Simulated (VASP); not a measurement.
Given:

```yaml
crystal:
  lattice:
    - [3.72046, 0.00000, 0.00000]
    - [-1.86023, 3.22201, 0.00000]
    - [0.00000, 0.00000, 7.14827]
  atoms:
    - { symbol: Nb, position: [0.00000, 0.00000, 0.00000] }
    - { symbol: Te, position: [0.66667, 0.33333, 0.74563] }
    - { symbol: Te, position: [0.33333, 0.66667, 0.25437] }
```

Method: PBEsol GGA, VASP's PBE PAW potentials (set 64) (plane waves; VASP). Run with 300 eV cut-off, 7×7×3 Γ-centred mesh, Gaussian smearing of 0.050 eV, potentials Nb_sv Te.

At this cut-off the stress carries a Pulay error, which pulls relaxed volumes low. Unless said otherwise, spin-orbit coupling is left out, though it shifts the bands of the heavy elements here.

Task: Estimate the energy per atom (σ→0), pressure, largest force, band gap (on the k-mesh) with the smallest direct gap where there is one.

Result: 
* **band gap (on the k-mesh)**: none (metal, semimetal or under 0.01 eV)
* **energy per atom (σ→0)**: -6.413 eV/atom
* **pressure**: -38.5 kbar
* **largest force**: 0.089 eV/Å

The structure comes from a computed database's NbTe2 entry (P-3m1); how it stands against other phases isn't given here. The cell was not relaxed at this level. The electron count is odd and the run is not spin-polarised, which forces a metal.
